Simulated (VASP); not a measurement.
OSZICAR of a VASP run on CaO (rock salt):

OSZICAR:
```
       N       E                     dE             d eps       ncg     rms          rms(c)
DAV:   1     0.137704010373E+03    0.13770E+03   -0.87055E+03   848   0.135E+03
DAV:   2    -0.454026670955E+01   -0.14224E+03   -0.13536E+03   984   0.334E+02
DAV:   3    -0.109583725026E+02   -0.64181E+01   -0.63710E+01  1088   0.751E+01
DAV:   4    -0.111298485872E+02   -0.17148E+00   -0.17135E+00  1188   0.111E+01
DAV:   5    -0.111326866706E+02   -0.28381E-02   -0.28380E-02  1064   0.128E+00    0.897E+00
DAV:   6    -0.925820885302E+01    0.18745E+01   -0.10063E+01   968   0.290E+01    0.371E+00
DAV:   7    -0.921065916253E+01    0.47550E-01   -0.80853E-01  1148   0.871E+00    0.173E+00
DAV:   8    -0.920339535277E+01    0.72638E-02   -0.91592E-02   876   0.335E+00    0.446E-01
DAV:   9    -0.920063456924E+01    0.27608E-02   -0.24822E-02  1076   0.128E+00    0.125E-01
DAV:  10    -0.920100511583E+01   -0.37055E-03   -0.21118E-03   900   0.463E-01    0.314E-02
DAV:  11    -0.920105718007E+01   -0.52064E-04   -0.49322E-04  1124   0.179E-01    0.371E-02
DAV:  12    -0.920103402110E+01    0.23159E-04   -0.10124E-04  1000   0.103E-01    0.428E-03
DAV:  13    -0.920103362222E+01    0.39888E-06   -0.47801E-06  1076   0.226E-02
   1 F= -.92010336E+01 E0= -.92010336E+01  d E =-.920103E+01
       N       E                     dE             d eps       ncg     rms          rms(c)
DAV:   1    -0.920217435697E+01   -0.11403E-02   -0.28591E-02   916   0.204E+00    0.227E-01
DAV:   2    -0.920124397761E+01    0.93038E-03   -0.36566E-03   928   0.587E-01    0.877E-02
DAV:   3    -0.920106773298E+01    0.17624E-03   -0.42776E-04  1404   0.267E-01    0.346E-02
DAV:   4    -0.920104891994E+01    0.18813E-04   -0.16774E-04  1336   0.120E-01    0.109E-02
DAV:   5    -0.920105018841E+01   -0.12685E-05   -0.14699E-06   936   0.144E-02    0.975E-03
DAV:   6    -0.920105959885E+01   -0.94104E-05   -0.98248E-06  1324   0.176E-02    0.398E-03
DAV:   7    -0.920106047329E+01   -0.87444E-06   -0.39752E-07   576   0.816E-03
   2 F= -.92010605E+01 E0= -.92010605E+01  d E =-.268511E-04
       N       E                     dE             d eps       ncg     rms          rms(c)
DAV:   1    -0.920123717408E+01   -0.17758E-03   -0.41955E-03   908   0.783E-01    0.871E-02
DAV:   2    -0.920110020670E+01    0.13697E-03   -0.53546E-04   928   0.225E-01    0.338E-02
DAV:   3    -0.920107587864E+01    0.24328E-04   -0.63206E-05  1408   0.102E-01    0.133E-02
DAV:   4    -0.920107233583E+01    0.35428E-05   -0.24592E-05  1340   0.459E-02    0.417E-03
DAV:   5    -0.920107249854E+01   -0.16270E-06   -0.19708E-07   500   0.550E-03
   3 F= -.92010725E+01 E0= -.92010725E+01  d E =-.388763E-04
```

Question: Which electronic solver shows in the log?

Answer: It is blocked Davidson (ALGO = Normal, or the opening steps of other solvers). The INCAR had ALGO = Normal.

Question: Can the final energy be trusted as converged?

Answer: Self-consistency was reached. It stopped with EDIFF = 1E-6, NELM = 100, NSW = 60 and EDIFFG = -0.01 after 3 ionic steps (optB88-vdW, plane waves, VASP's PBE PAW potentials (set 64)).

The compound is CaO in the rock salt structure. This run relaxes it. Symmetry was kept, so distortions that lower it aren't found.
